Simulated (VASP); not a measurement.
Method: PBEsol GGA, VASP's PBE PAW potentials (set 64) (plane waves; VASP).

The input files of a VASP run:

INCAR:
```
ALGO  =  Normal
EDIFF  =  1E-6
EDIFFG  =  -0.02
ENCUT  =  400
GGA  =  PS
IBRION  =  2
ISIF  =  3
ISMEAR  =  1
LASPH  =  T
LCHARG  =  F
LMAXMIX  =  4
LREAL  =  F
LWAVE  =  F
NELM  =  100
NSW  =  60
PREC  =  Accurate
SIGMA  =  0.1
SYSTEM  =  YSi2
```

**POSCAR**
```
YSi2
1
   -1.6802074382     1.6802074382     4.9110445488
    1.6802074382    -1.6802074382     4.9110445488
    1.6802074382     1.6802074382    -4.9110445488
Y Si
1 2
Direct
  0.0000000000   0.0000000000   0.0000000000
  0.2964286656   0.2964286656   0.0000000000
  0.7035713344   0.7035713344   0.0000000000
```

**KPOINTS**
```
Automatic
0
gamma
 12 12 12
0 0 0
```

POTCAR, in this order: Y_sv Si (PBE.64 set). Program: vasp_std.

The resulting files:

File OUTCAR:
```
 ion  position               nearest neighbor table
   1  0.000  0.000  0.000-   2 2.91   3 2.91   3 3.11   2 3.11   3 3.11   3 3.11   3 3.11   2 3.11
                             2 3.11   2 3.11
   2  0.296  0.296  0.000-   3 2.55   3 2.55   3 2.55   3 2.55   1 2.91   1 3.11   1 3.11   1 3.11
                             1 3.11
   3  0.704  0.704  0.000-   2 2.55   2 2.55   2 2.55   2 2.55   1 2.91   1 3.11   1 3.11   1 3.11
                             1 3.11
  LATTYP: Found a body centered tetragonal cell.
 ALAT       =     3.3604148764
 C/A-ratio  =     2.9228798999
 Subroutine PRICEL returns:
 Original cell was already a primitive cell.
 Subroutine GETGRP returns: Found 16 space group operations
The static configuration has the point symmetry D_4h.
The dynamic configuration has the point symmetry D_4h.
 Subroutine INISYM returns: Found 16 space group operations
 Subroutine IBZKPT returns following result:
 Found    163 irreducible k-points:

 Following reciprocal coordinates:
            Coordinates               Weight
  0.000000  0.000000  0.000000      1.000000
  0.083333  0.000000 -0.000000      8.000000
  0.166667  0.000000 -0.000000      8.000000
  0.250000  0.000000  0.000000      8.000000
  0.333333 -0.000000  0.000000      8.000000
  0.416667 -0.000000  0.000000      8.000000
  0.500000  0.000000  0.000000      4.000000
  0.083333  0.083333 -0.000000      8.000000
  0.166667  0.083333 -0.000000     16.000000
  0.250000  0.083333  0.000000     16.000000
  0.333333  0.083333  0.000000     16.000000
  0.416667  0.083333 -0.000000     16.000000
  0.500000  0.083333 -0.000000     16.000000
 -0.416667  0.083333  0.000000     16.000000
 -0.333333  0.083333 -0.000000     16.000000
 -0.250000  0.083333 -0.000000     16.000000
 -0.166667  0.083333  0.000000     16.000000
 -0.083333  0.083333  0.000000      4.000000
  0.166667  0.166667  0.000000      8.000000
...
```

### OSZICAR
```
       N       E                     dE             d eps       ncg     rms          rms(c)
DAV:   1     0.412345589337E+02    0.41235E+02   -0.76938E+03  4238   0.107E+03
DAV:   2    -0.177926841734E+02   -0.59027E+02   -0.57658E+02  5161   0.203E+02
DAV:   3    -0.202825751010E+02   -0.24899E+01   -0.24385E+01  6361   0.321E+01
DAV:   4    -0.203443884980E+02   -0.61813E-01   -0.61754E-01  5661   0.534E+00
DAV:   5    -0.203455237287E+02   -0.11352E-02   -0.11352E-02  6480   0.619E-01    0.269E+01
DAV:   6    -0.195740227834E+02    0.77150E+00   -0.33138E+00  5024   0.831E+00    0.209E+01
DAV:   7    -0.195417475863E+02    0.32275E-01   -0.31048E-01  5788   0.326E+00    0.694E+00
DAV:   8    -0.195408196248E+02    0.92796E-03   -0.39854E-02  6925   0.117E+00    0.704E-01
DAV:   9    -0.195398333794E+02    0.98625E-03   -0.10278E-02  5153   0.689E-01    0.287E-01
DAV:  10    -0.195397245702E+02    0.10881E-03   -0.31553E-03  5389   0.328E-01    0.132E-01
DAV:  11    -0.195396008305E+02    0.12374E-03   -0.47778E-04  5292   0.108E-01    0.195E-02
DAV:  12    -0.195396021424E+02   -0.13118E-05   -0.17924E-05  5853   0.293E-02    0.132E-02
DAV:  13    -0.195396030035E+02   -0.86113E-06   -0.14010E-06  4016   0.738E-03
   1 F= -.19539603E+02 E0= -.19539130E+02  d E =-.195396E+02
       N       E                     dE             d eps       ncg     rms          rms(c)
DAV:   1    -0.195448588506E+02   -0.52567E-02   -0.12749E-01  4823   0.279E+00    0.596E-01
DAV:   2    -0.195418700270E+02    0.29888E-02   -0.11690E-02  5233   0.748E-01    0.310E-01
DAV:   3    -0.195410530864E+02    0.81694E-03   -0.23174E-03  6347   0.296E-01    0.148E-01
DAV:   4    -0.195409821885E+02    0.70898E-04   -0.77245E-04  6987   0.158E-01    0.791E-02
DAV:   5    -0.195410101775E+02   -0.27989E-04   -0.46371E-05  5398   0.547E-02    0.346E-02
DAV:   6    -0.195410168869E+02   -0.67094E-05   -0.21254E-05  7104   0.244E-02    0.752E-03
DAV:   7    -0.195410167192E+02    0.16773E-06   -0.43233E-07  3379   0.497E-03
   2 F= -.19541017E+02 E0= -.19540461E+02  d E =-.141372E-02
       N       E                     dE             d eps       ncg     rms          rms(c)
DAV:   1    -0.195410731653E+02   -0.56278E-04   -0.13980E-03  4893   0.292E-01    0.627E-02
DAV:   2    -0.195410391035E+02    0.34062E-04   -0.12997E-04  5263   0.791E-02    0.331E-02
DAV:   3    -0.195410297036E+02    0.93999E-05   -0.26025E-05  6281   0.313E-02    0.157E-02
DAV:   4    -0.195410284784E+02    0.12252E-05   -0.89700E-06  6948   0.171E-02    0.824E-03
DAV:   5    -0.195410284256E+02    0.52746E-07   -0.43641E-07  2989   0.560E-03
   3 F= -.19541028E+02 E0= -.19540470E+02  d E =-.142542E-02
       N       E                     dE             d eps       ncg     rms          rms(c)
DAV:   1    -0.195447319987E+02   -0.37035E-02   -0.93515E-02  4856   0.235E+00    0.418E-01
DAV:   2    -0.195427115046E+02    0.20205E-02   -0.68460E-03  5248   0.626E-01    0.212E-01
DAV:   3    -0.195418762913E+02    0.83521E-03   -0.37093E-03  6888   0.401E-01    0.144E-01
DAV:   4    -0.195419096832E+02   -0.33392E-04   -0.25369E-04  5407   0.968E-02    0.115E-01
DAV:   5    -0.195419477135E+02   -0.38030E-04   -0.37380E-05  6706   0.398E-02    0.483E-02
DAV:   6    -0.195419664659E+02   -0.18752E-04   -0.23636E-05  7171   0.230E-02    0.141E-02
DAV:   7    -0.195419724974E+02   -0.60315E-05   -0.46852E-06  6018   0.168E-02    0.201E-03
DAV:   8    -0.195419726902E+02   -0.19284E-06   -0.11118E-06  3467   0.569E-03
   4 F= -.19541973E+02 E0= -.19541512E+02  d E =-.944265E-03
       N       E                     dE             d eps       ncg     rms          rms(c)
DAV:   1    -0.195429947808E+02   -0.10223E-02   -0.30679E-02  4846   0.135E+00    0.237E-01
DAV:   2    -0.195423448150E+02    0.64997E-03   -0.22111E-03  5248   0.358E-01    0.121E-01
DAV:   3    -0.195420731987E+02    0.27162E-03   -0.13009E-03  6858   0.237E-01    0.853E-02
DAV:   4    -0.195420848240E+02   -0.11625E-04   -0.78562E-05  5371   0.568E-02    0.671E-02
DAV:   5    -0.195420987253E+02   -0.13901E-04   -0.11420E-05  6594   0.230E-02    0.268E-02
DAV:   6    -0.195421053161E+02   -0.65908E-05   -0.71985E-06  6677   0.132E-02    0.742E-03
DAV:   7    -0.195421074098E+02   -0.20937E-05   -0.10778E-06  3433   0.882E-03    0.140E-03
DAV:   8    -0.195421075899E+02   -0.18005E-06   -0.70356E-07  3012   0.430E-03
   5 F= -.19542108E+02 E0= -.19541772E+02  d E =-.107916E-02
```

**OUTCAR**
```
------------------------ aborting loop because EDIFF is reached ----------------------------------------
  FORCE on cell =-STRESS in cart. coord.  units (eV):
  Direction    XX          YY          ZZ          XY          YZ          ZX
  --------------------------------------------------------------------------------------
  Total        0.0313006      0.0313006     -0.0091140      0.0000000      0.0000000      0.0000000
  in kB        0.9066903      0.9066903     -0.2640076      0.0000000      0.0000000      0.0000000
  external PRESSURE =       0.5164577 kB  Pullay stress =       0.0000000 kB
  volume of cell :       55.31
      direct lattice vectors                 reciprocal lattice vectors
    -1.672014163  1.672014163  4.946110877     0.000000000  0.299040529  0.101089525
     1.672014163 -1.672014163  4.946110877     0.299040529  0.000000000  0.101089525
     1.672014163  1.672014163 -4.946110877     0.299040529  0.299040529  0.000000000
 POSITION                                       TOTAL-FORCE (eV/Angst)
 -----------------------------------------------------------------------------------
      0.00000      0.00000      0.00000        -0.000000     -0.000000     -0.000000
      0.00000      0.00000      2.94557        -0.000000     -0.000000      0.014918
      0.00000      0.00000      6.94666         0.000000      0.000000     -0.014918
 -----------------------------------------------------------------------------------
    total drift:                               -0.000000      0.000000     -0.000000
  FREE ENERGIE OF THE ION-ELECTRON SYSTEM (eV)
  ---------------------------------------------------
  free  energy   TOTEN  =       -19.5421075899 eV

  energy  without entropy=      -19.5411011261  energy(sigma->0) =      -19.54177210

 reached required accuracy - stopping structural energy minimisation
```
(Selected blocks of OUTCAR.)

File CONTCAR:
```
YSi2
   1.00000000000000
    -1.6720141626265004    1.6720141626265004    4.9461108772907449
     1.6720141626265004   -1.6720141626265004    4.9461108772907449
     1.6720141626265004    1.6720141626265004   -4.9461108772907449
  Y               Si
     1     2
Direct
     0.0000000000000000    0.0000000000000000    0.0000000000000000
     0.2977658350332801    0.2977658350332801    0.0000000000000000
     0.7022341649667200    0.7022341649667200    0.0000000000000000
```

The structure was generated: YSi2 was put into the MoSi2 type (I4/mmm), which need not be its known phase. This run relaxes it. Symmetry was kept, so distortions that lower it aren't found. The start is the result of an earlier pass. The electron count is odd and the run is not spin-polarised, which forces a metal.
